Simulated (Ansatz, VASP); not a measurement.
## Two plane-wave programs on Ca2Al2O3

```xyz
7
Lattice="2.6933 1.5550 4.1934 -2.6933 1.5550 4.1934 0.0000 -3.1099 4.1934" Properties=species:S:1:pos:R:3 pbc="T T T"
Ca    0.0000    0.0000    0.0000
Ca    0.0000    0.0000    6.2901
Al    0.0000    0.0000    9.5307
Al    0.0000    0.0000    3.0495
O    -1.2227    2.1177    6.2901
O     2.4453    0.0000    6.2901
O    -1.2227   -2.1177    6.2901
```

Change from the starting cell: the structure that the rattled cell fell into.

Alike in both runs: functional PBE; k mesh 6 × 6 × 6; occupations gaussian, width 0.1 eV; no spin polarisation.

Ansatz relaxed the structure, and its values are those at the end. VASP's run is a single point on that final structure, the one shown.

|  | VASP | Ansatz |
| --- | --- | --- |
| version | VASP 6.6.1 | Ansatz 0.2.0 |
| potentials or method | VASP PAW PBE potentials, release 64 (Ca_sv, Al, O) | scalar-relativistic, plane waves, PAW |
| plane-wave cutoff (eV) | 520 | 420 |
| valence electrons in the cell | 44 | 44 |

|  | VASP | Ansatz | Ansatz less VASP |
| --- | --- | --- | --- |
| gap on the k mesh at the Fermi level (eV) | none | none | - |
| pressure (GPa) | 0.1 | 0.0 | -0.13 |
| rms of the force components (eV/Å) | 0.003 | 0.001 | -0.0022 |

A gap of «none» marks a metal or a gap that the smearing closes. With one functional, cell and mesh, what is left measures potentials, basis and numerics.
